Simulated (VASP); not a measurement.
Consider the following.

```
Os2Ge
1.0
    3.99664     0.00000     0.00000
    0.00000     3.99664     0.00000
    0.00000     0.00000     6.09826
Os Ge
4 2
Direct
  0.00000   0.00000   0.00000
  0.50000   0.50000   0.00000
  0.50000   0.00000   0.27000
  0.00000   0.50000   0.73000
  0.50000   0.00000   0.70000
  0.00000   0.50000   0.30000
```

These are PBE GGA, VASP's PBE PAW potentials (set 64) (plane waves; VASP) values and carry that method's errors. Run with 300 eV cut-off, 3×3×2 Γ-centred mesh, Fermi-Dirac smearing of 0.050 eV, potentials Os Ge_d.

At this cut-off the stress carries a Pulay error, which pulls relaxed volumes low. Unless said otherwise, spin-orbit coupling is left out, though it shifts the bands of the heavy elements here.

**Question.** Predict the energy per atom (σ→0), pressure, largest force, band gap (on the k-mesh) with the smallest direct gap where there is one.

**Answer.** 
```json
{
  "band gap (on the k-mesh)": "none (metal, semimetal or under 0.01 eV)",
  "energy per atom (σ→0)": "-8.454 eV/atom",
  "pressure": "-1.79 GPa",
  "largest_force": "1.653 eV/Å"
}
```

Total energies compare only between runs with the same potentials, cut-off and functional.

The structure was generated: GeOs2 was put into an ordered model structure, which need not be its known phase. The cell was not relaxed at this level. The k-mesh is coarse (spacing up to 0.52 per Å, 2π included), so the numbers may not be converged in it.
